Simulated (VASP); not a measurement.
# Ni2HgP2 (I4/mmm) in VASP: a series of runs, part 2 of 2

VASP 6.6.1. The steps go on from the part before.

**5. Single point, PBE**

Contents of INCAR:

```
  ALGO = Normal
  EDIFF = 1E-6
  ENCUT = 520
  GGA = PE
  ISIF = 2
  ISMEAR = -1
  LASPH = True
  LCHARG = False
  LREAL = False
  LWAVE = False
  NBANDS = 29
  NELM = 60
  PREC = Accurate
  SIGMA = 0.1
```

Contents of KPOINTS:

```
k-points
0
Gamma
  5 5 5
```

Contents of POSCAR:

```
Ni2HgP2
1.0
    0.0000000000      4.0750062832      0.0000000000
    4.0750062832      0.0000000000      0.0000000000
    2.0375031416      2.0375031416     -4.4307058179
P Hg Ni
2 1 2
Direct
    0.3707071443      0.3707071443      0.2585857114
    0.6292928557      0.6292928557      0.7414142886
    0.0000000000      0.0000000000      0.0000000000
    0.7500000000      0.2500000000      0.5000000000
    0.2500000000      0.7500000000      0.5000000000
```

Potentials or basis: VASP PAW PBE potentials, release 64 (P, Hg, Ni).

Run with:

```console
> cat potpaw_PBE.64/P/POTCAR potpaw_PBE.64/Hg/POTCAR potpaw_PBE.64/Ni/POTCAR > POTCAR
> mpirun -np 1 vasp_std > vasp.out
```

OUTCAR:

```text
EDIFF = 1E-6
   ENCUT = 520
   GGA = PE
   ISIF = 2
   ISMEAR = -1
   LASPH = True
   LREAL = False
   NELM = 60
   PREC = Accurate

 ion  position               nearest neighbor table
   1  0.371  0.371  0.259-   2 2.29   5 2.30   4 2.30   5 2.30   4 2.30   3 3.10   3 3.10   3 3.10
                             3 3.10   3 3.28
   2  0.629  0.629  0.741-   1 2.29   4 2.30   5 2.30   4 2.30   5 2.30   3 3.10   3 3.10   3 3.10
                             3 3.10   3 3.28
   3  0.000  0.000  0.000-   4 3.01   5 3.01   4 3.01   5 3.01   4 3.01   5 3.01   4 3.01   5 3.01
                             2 3.10   1 3.10   2 3.10   1 3.10   2 3.10   1 3.10   2 3.10   1 3.10
   4  0.750  0.250  0.500-   1 2.30   1 2.30   2 2.30   2 2.30   5 2.88   5 2.88   5 2.88   5 2.88
                             3 3.01   3 3.01   3 3.01   3 3.01
   5  0.250  0.750  0.500-   1 2.30   1 2.30   2 2.30   2 2.30   4 2.88   4 2.88   4 2.88   4 2.88
                             3 3.01   3 3.01   3 3.01   3 3.01

  LATTYP: Found a body centered tetragonal cell.
 ALAT       =     4.0750062832
 C/A-ratio  =     2.1745761896

  Lattice vectors:

 A1 = (  -2.0375031416,   2.0375031416,   4.4307058179)
 A2 = (   2.0375031416,  -2.0375031416,   4.4307058179)
 A3 = (   2.0375031416,   2.0375031416,  -4.4307058179)

Analysis of symmetry for initial positions (statically):
=====================================================================
 Subroutine PRICEL returns:
 Original cell was already a primitive cell.

 Routine SETGRP: Setting up the symmetry group for a
 body centered tetragonal supercell.

 Subroutine GETGRP returns: Found 16 space group operations
 (whereof 16 operations were pure point group operations)
 out of a pool of 16 trial point group operations.

The static configuration has the point symmetry D_4h.

Analysis of symmetry for dynamics (positions and initial velocities):
=====================================================================
 Subroutine PRICEL returns:
 Original cell was already a primitive cell.

 Routine SETGRP: Setting up the symmetry group for a
 body centered tetragonal supercell.

 Subroutine GETGRP returns: Found 16 space group operations
 (whereof 16 operations were pure point group operations)
 out of a pool of 16 trial point group operations.

The dynamic configuration has the point symmetry D_4h.

 Subroutine INISYM returns: Found 16 space group operations
 (whereof 16 operations are pure point group operations),
 and found     1 'primitive' translations

----------------------------------------------------------------------------------------

                                     Primitive cell

  volume of cell :      73.5749

  direct lattice vectors                    reciprocal lattice vectors
     0.000000000  4.075006283  0.000000000     0.000000000  0.245398395  0.112848837
     4.075006283  0.000000000  0.000000000     0.245398395  0.000000000  0.112848837
     2.037503142  2.037503142 -4.430705818     0.000000000  0.000000000 -0.225697675

  length of vectors
     4.075006283  4.075006283  5.285261786     0.270102262  0.270102262  0.225697675

  position of ions in fractional coordinates (direct lattice)
     0.370707144  0.370707144  0.258585711
     0.629292856  0.629292856  0.741414289
     0.000000000  0.000000000  0.000000000
     0.750000000  0.250000000  0.500000000
[... 39 lines left out ...]
  0.200000  0.000000  0.000000      8.000000
  0.400000  0.000000  0.000000      8.000000
  0.200000  0.200000  0.000000      8.000000
  0.400000  0.200000  0.000000     16.000000
 -0.400000  0.200000  0.000000     16.000000
[... 10 lines left out ...]
  0.000000  0.000000  0.400000      2.000000
 -0.200000  0.000000  0.400000      4.000000
   k-points           NKPTS =     18   k-points in BZ     NKDIM =     18   number of bands    NBANDS=     29
   number of dos      NEDOS =    301   number of ions     NIONS =      5
   total plane-waves  NPLWV =  36000
   dimension x,y,z NGX =    30 NGY =   30 NGZ =   40
   dimension x,y,z NGXF=    60 NGYF=   60 NGZF=   80
   ions per type =               2   1   2
   NGX,Y,Z   is equivalent  to a cutoff of  12.24, 12.24, 12.58 a.u.
   NGXF,Y,Z  is equivalent  to a cutoff of  24.48, 24.48, 25.16 a.u.
 SYSTEM =  unknown system
   PREC   = accura    normal or accurate (medium, high low for compatibility)
   ISTART =      0    job   : 0-new  1-cont  2-samecut
   ICHARG =      2    charge: 1-file 2-atom 10-const
   ISPIN  =      1    spin polarized calculation?
   LNONCOLLINEAR =      F non collinear calculations
   LSORBIT =      F    spin-orbit coupling
   LASPH  =      T    aspherical Exc in radial PAW
   ENCUT  =  520.0 eV  38.22 Ry    6.18 a.u.   7.58  7.58  9.83*2*pi/ulx,y,z
   NELM   =     60;   NELMIN=  2; NELMDL= -5     # of ELM steps
   EDIFF  = 0.1E-05   stopping-criterion for ELM
   LREAL  =      F    real-space projection
   EDIFFG = 0.1E-04   stopping-criterion for IOM
   NSW    =      0    number of steps for IOM
   IBRION =     -1    ionic relax: 0-MD 1-quasi-New 2-CG
   NFREE  =      0    steps in history (QN), initial steepest desc. (CG)
   ISIF   =      2    stress and relaxation
   ISYM   =      2    0-nonsym 1-usesym 2-fastsym
   POTIM  = 0.5000    time-step for ionic-motion
   TEBEG  =    0.0;   TEEND  =   0.0 temperature during run
   PSTRESS=    0.0 pullay stress
   NELECT =      42.0000    total number of electrons
   NUPDOWN=      -1.0000    fix difference up-down
   EMIN   =  10.00;   EMAX   =-10.00  energy-range for DOS
   EFERMI =   0.00;   METHOD = LEGACY
   ISMEAR =    -1;   SIGMA  =   0.10  broadening in eV -4-tet -1-fermi 0-gaus
   EFERMI_NEDOS =   21; number of points for ismear=-14 and -15
   IALGO  =     38    algorithm
   IMIX   =      4    mixing-type and parameters
     AMIX     =   0.40;   BMIX     =  1.00
     AMIX_MAG =   1.60;   BMIX_MAG =  1.00
  volume/ion in A,a.u.               =      14.71        99.30
  Fermi-wavevector in a.u.,A,eV,Ry     =   1.358047  2.566337 25.093108  1.844291
  Thomas-Fermi vector in A             =   2.484914
   LORBIT       =      0    0 simple, 1 ext, 2 COOP (PROOUT), +10 PAW based schemes
   GGA     = PE    functional components
   LHFCALC =     F    Hartree Fock is set to
   AEXX    =    0.0000 exact exchange contribution
   IVDW    =     0    specifies the selected vdW correction
   LEPSILON=     F    determine dielectric tensor
   LRPA    =     F    only Hartree local field effects (RPA)
 non-spin polarized calculation
  energy-cutoff  :      520.00
  volume of cell :       73.57
 maximum number of plane-waves:      1996
 NGX is ok and might be reduce to    30
   NGX = 15   NGY = 15   NGZ = 19

 number of electron      41.9999991 magnetization

 Free energy of the ion-electron system (eV)
  ---------------------------------------------------
  ext. energy  EPLUGINS =         0.00000000
  ---------------------------------------------------
  free energy    TOTEN  =       -22.53458322 eV

  energy without entropy =      -22.44344477  energy(sigma->0) =      -22.48901399

 E-fermi :   7.7648     XC(G=0): -11.8082

 val. band max:        7.7202428899   @ k =   0.4000   0.4000   0.0000
 cond. band min:       7.8361635881   @ k =   0.2000   0.2000   0.0000
 fundamental gap:      0.1159206982
 Fermi energy:         7.7647812015

 k-point     1 :       0.0000    0.0000    0.0000
  band No.  band energies     occupation
      1      -6.1853      2.00000
      2      -1.8702      2.00000
      3      -0.3211      2.00000
      4       0.5210      2.00000
      5       0.5445      2.00000
      6       0.5445      2.00000
[... 565 lines left out ...]
     28      13.6923      0.00000
     29      14.3782      0.00000

------------------------ aborting loop because EDIFF is reached ----------------------------------------

  FORCE on cell =-STRESS in cart. coord.  units (eV):
  Direction    XX          YY          ZZ          XY          YZ          ZX
  --------------------------------------------------------------------------------------
  -------------------------------------------------------------------------------------
  Total        0.1209092      0.1209092      0.0423378      0.0000000      0.0000000      0.0000000
  in kB        2.6329364      2.6329364      0.9219533      0.0000000      0.0000000      0.0000000
  external PRESSURE =       2.0626087 kB  Pullay stress =       0.0000000 kB

 VOLUME and BASIS-vectors are now :
 -----------------------------------------------------------------------------
  energy-cutoff  :      520.00
  volume of cell :       73.57
      direct lattice vectors                 reciprocal lattice vectors
     0.000000000  4.075006283  0.000000000     0.000000000  0.245398395  0.112848837
     4.075006283  0.000000000  0.000000000     0.245398395  0.000000000  0.112848837
     2.037503142  2.037503142 -4.430705818     0.000000000  0.000000000 -0.225697675

 POSITION                                       TOTAL-FORCE (eV/Angst)
 -----------------------------------------------------------------------------------
      2.03750      2.03750     -1.14572         0.000000      0.000000      0.036727
      4.07501      4.07501     -3.28499        -0.000000     -0.000000     -0.036727
      0.00000      0.00000      0.00000         0.000000      0.000000      0.000000
      2.03750      4.07501     -2.21535        -0.000000      0.000000      0.000000
      4.07501      2.03750     -2.21535        -0.000000     -0.000000     -0.000000
 -----------------------------------------------------------------------------------
    total drift:                                0.000000     -0.000000      0.000000

  FREE ENERGIE OF THE ION-ELECTRON SYSTEM (eV)
  ---------------------------------------------------
  free  energy   TOTEN  =       -22.5345832175 eV

  energy  without entropy=      -22.4434447712  energy(sigma->0) =      -22.48901399
```

OSZICAR:

```text
N       E                     dE             d eps       ncg     rms          rms(c)
DAV:   1     0.313360958983E+03    0.31336E+03   -0.19607E+04  1044   0.164E+03
DAV:   2    -0.186092617034E+01   -0.31522E+03   -0.30078E+03  1044   0.363E+02
DAV:   3    -0.244351286073E+02   -0.22574E+02   -0.21897E+02  1212   0.111E+02
DAV:   4    -0.251094815130E+02   -0.67435E+00   -0.67100E+00  1229   0.175E+01
DAV:   5    -0.251281094669E+02   -0.18628E-01   -0.18623E-01  1281   0.312E+00    0.179E+01
DAV:   6    -0.287017382758E+02   -0.35736E+01   -0.40114E+01  1272   0.104E+02    0.239E+01
DAV:   7    -0.224664288347E+02    0.62353E+01   -0.15477E+01  1210   0.111E+02    0.685E+00
DAV:   8    -0.226331059268E+02   -0.16668E+00   -0.30748E+00  1386   0.153E+01    0.487E+00
DAV:   9    -0.225431358536E+02    0.89970E-01   -0.56786E-01  1274   0.121E+01    0.873E-01
DAV:  10    -0.225344750443E+02    0.86608E-02   -0.35177E-02  1349   0.305E+00    0.233E-01
DAV:  11    -0.225346034247E+02   -0.12838E-03   -0.35778E-03  1512   0.465E-01    0.139E-01
DAV:  12    -0.225345963312E+02    0.70935E-05   -0.23767E-04  1376   0.177E-01    0.568E-02
DAV:  13    -0.225345832571E+02    0.13074E-04   -0.50927E-05  1510   0.947E-02    0.112E-02
DAV:  14    -0.225345832175E+02    0.39526E-07   -0.90663E-06  1262   0.214E-02
   1 F= -.22534583E+02 E0= -.22489014E+02  d E =-.911384E-01
```

stdout:

```text
POSCAR found type information on POSCAR P HgNi
 POSCAR found :  3 types and       5 ions
 scaLAPACK will be used
 LDA part: xc-table for (Slater+PW92), standard interpolation
 POSCAR, INCAR and KPOINTS ok, starting setup
 FFT: planning ... GRIDC
 FFT: planning ... GRID_SOFT
 FFT: planning ... GRID
 WAVECAR not read
 entering main loop
```

Run time: 25 s. Hardware: 1 thread of Intel Xeon 6975P-C (Granite Rapids), shared host; peak memory 0.2 GiB.

Results:

```
Free energy            : -22.5346 eV
Pressure               : 0.2 GPa
Largest force          : 0.037 eV/Å
Band gap on the k mesh : none (metal or under the smearing width)
```

Forces on the atoms (eV/Å):
```
P    0.000  0.000  0.037
P    0.000  0.000 -0.037
Hg   0.000  0.000  0.000
Ni   0.000  0.000  0.000
Ni   0.000  0.000  0.000
```

Stress tensor (GPa, compression positive):
```
0.26 0.00 0.00
0.00 0.26 0.00
0.00 0.00 0.09
```

Levels at points of the mesh, in eV from the Fermi level:
```tsv
k point	band 17	band 18	band 19	band 20	band 21	band 22	band 23	band 24	band 25	band 26
(0.00, 0.00, 0.00)	-1.87	-1.28	-0.92	-0.92	-0.61	0.15	0.15	1.98	2.97	4.19
```

**6. Relaxation of cell and atoms, PBE**

This run uses another cell than the first one, of 14.79 Å³/atom, 1.005 times its volume.

Contents of INCAR:

```
SYSTEM = Ni2HgP2
PREC     = Accurate       ! precision mode
ENCUT    = 600            ! plane-wave cutoff, eV
EDIFF    = 1E-6           ! SCF threshold, eV
ISMEAR   = -1             ! smearing method
SIGMA    = 0.1            ! smearing width, eV
LREAL    = .FALSE.        ! projectors in reciprocal space
LASPH    = .TRUE.         ! aspherical terms in the spheres
NELM     = 80             ! most SCF steps
ALGO     = Normal         ! electronic algorithm
ISIF     = 3              ! what is computed and relaxed
LWAVE    = .FALSE.        ! write WAVECAR
LCHARG   = .FALSE.        ! write CHGCAR
GGA      = PE             ! functional
IBRION   = 2              ! ionic algorithm
NSW      = 60             ! ionic steps
EDIFFG   = -0.01          ! ionic threshold
```

Contents of KPOINTS:

```
Automatic mesh
0
G
  5 5 5
  0 0 0
```

Contents of POSCAR:

```
Ni2HgP2
1.0
    0.0000000000      3.9479260000      0.0000000000
    3.9479260000      0.0000000000      0.0000000000
    1.9739630000      1.9739630000     -4.7449990000
P Hg Ni
2 1 2
Direct
    0.3760000000      0.3760000000      0.2480000000
    0.6240000000      0.6240000000      0.7520000000
    0.0000000000      0.0000000000      0.0000000000
    0.7500000000      0.2500000000      0.5000000000
    0.2500000000      0.7500000000      0.5000000000
```

Potentials or basis: VASP PAW PBE potentials, release 64 (P, Hg, Ni).

Run with:

```console
> cat potpaw_PBE.64/P/POTCAR potpaw_PBE.64/Hg/POTCAR potpaw_PBE.64/Ni/POTCAR > POTCAR
> mpirun -np 1 vasp_std > vasp.out
```

It took 2.1 min on 1 thread of Intel Xeon 6975P-C (Granite Rapids), shared host; peak memory 0.24 GiB.

The run converged. Its results:

```yaml
Free_energy: -22.5343 eV
Relaxed_volume: 14.75 Å³/atom
Relaxed_cell: a = 4.079 Å, b = 4.079 Å, c = 5.288 Å, α = 67.31°, β = 67.31°, γ = 90.00°
Space_group_after_relaxing_to_0.05_Å: I4/mmm (No. 139)
Energy_gained_by_relaxing: 25.1 meV/atom
Ionic_steps: 8
Pressure_after_relaxing: -0.1 GPa
Largest_force_after_relaxing: 0.006 eV/Å
Band_gap_on_the_k_mesh: none (metal or under the smearing width)
```

Forces in eV/Å, atoms in the order of the input:
```
P    0.000  0.000  0.006
P    0.000  0.000 -0.006
Hg   0.000  0.000  0.000
Ni   0.000  0.000  0.000
Ni   0.000  0.000  0.000
```

The path:
| step | energy change (eV) | largest force (eV/Å) | pressure (GPa) | volume (Å³) |
| --- | --- | --- | --- | --- |
| 1 | 0.0000 | 0.2282 | -0.62 | 73.96 |
| 2 | -0.0561 | 0.1299 | 0.35 | 73.33 |
| 3 | -0.1063 | 0.0499 | 2.49 | 72.18 |
| 4 | -0.1070 | 0.0417 | 2.92 | 71.91 |
| 5 | -0.1208 | 0.1539 | -0.61 | 74.05 |
| 6 | -0.1236 | 0.1261 | 0.40 | 73.42 |
| 7 | -0.1256 | 0.0193 | 0.05 | 73.68 |
| 8 | -0.1256 | 0.0057 | -0.06 | 73.74 |

Final structure:
```
P Hg Ni
1.0
     0.00000    4.07917    0.00000
     4.07917    0.00000    0.00000
     2.03959    2.03959   -4.43166
P Hg Ni
2 1 2
Cartesian
  2.0396 2.0396 -1.1450
  4.0792 4.0792 -3.2867
  0.0000 0.0000 0.0000
  2.0396 4.0792 -2.2158
  4.0792 2.0396 -2.2158
```

Levels at points of the mesh, in eV from the Fermi level:
```csv
k point,band 18,band 19,band 20,band 21,band 22,band 23,band 24,band 25
"(0.00, 0.00, 0.00)",-1.27,-0.92,-0.92,-0.61,0.15,0.15,1.98,2.96
```

Spin-orbit coupling is left out, which matters for the levels of Hg. Spin polarisation is off, so any magnetic state and its effect on volume and gap are missing.
